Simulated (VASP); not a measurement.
Input for VASP

POSCAR:
```
Sr
3.060610
  0.0000000000   0.9999999996   0.9999999996
  0.9999999996   0.0000000000   0.9999999996
  0.9999999996   0.9999999996   0.0000000000
Sr
1
Cart
  1.9999999992   0.9999999996   0.9999999996
```

### KPOINTS
```
Automatic mesh
0
Gamma
8 8 8
0 0 0
```

**INCAR**
```
# general
SYSTEM   = Sr
PREC     = Accurate
ENCUT    = 520   # plane-wave cut-off (eV)
LREAL    = .FALSE.
LASPH    = .TRUE.

# electronic loop
EDIFF    = 1E-7   # SCF stop (eV)
NELM     = 100
ALGO     = Normal
LMAXMIX  = 4   # l cut-off of mixed one-centre charges

# smearing
ISMEAR   = 0
SIGMA    = 0.05   # width (eV)

# functional
GGA      = ML
LUSE_VDW = .TRUE.
AGGAC    = 0.0
ZAB_VDW  = -1.8867

# ions
ISIF     = 2   # forces and stress, cell fixed

# output
LWAVE    = .FALSE.
LCHARG   = .FALSE.
```

POTCAR, in this order: Sr_sv (PBE.64 set). Program: vasp_std.

**Question.** Write an equivalent input for Quantum ESPRESSO's pw.x.

**Answer.** One equivalent input (not run):
```
&CONTROL
  calculation = 'scf'
  pseudo_dir = './pseudo'
  outdir = './out'
  tprnfor = .true.
  tstress = .true.
/
&SYSTEM
  ibrav = 0
  nat = 1
  ntyp = 1
  ecutwfc = 68
  occupations = 'smearing'
  smearing = 'gaussian'
  degauss = 0.003675
  input_dft = 'vdw-df2'
/
&ELECTRONS
  conv_thr = 7.3e-09
  electron_maxstep = 100
/
ATOMIC_SPECIES
  Sr 87.620 Sr.upf
CELL_PARAMETERS angstrom
     0.0000000    3.0606100    3.0606100
     3.0606100    0.0000000    3.0606100
     3.0606100    3.0606100    0.0000000
ATOMIC_POSITIONS crystal
  Sr   0.0000000  1.0000000  1.0000000
K_POINTS automatic
  8 8 8 0 0 0
```
Limits of the translation: the potentials are each code's own (VASP's PAW set, PseudoDojo norm-conserving files in pw.x), so ENCUT and ecutwfc are chosen apart and not converted; conv_thr bounds pw.x's estimated SCF error, while EDIFF bounds the energy change between steps.

The compound is Sr in the fcc structure. This cell is one point of a volume scan, at 1.06 of the reference volume.
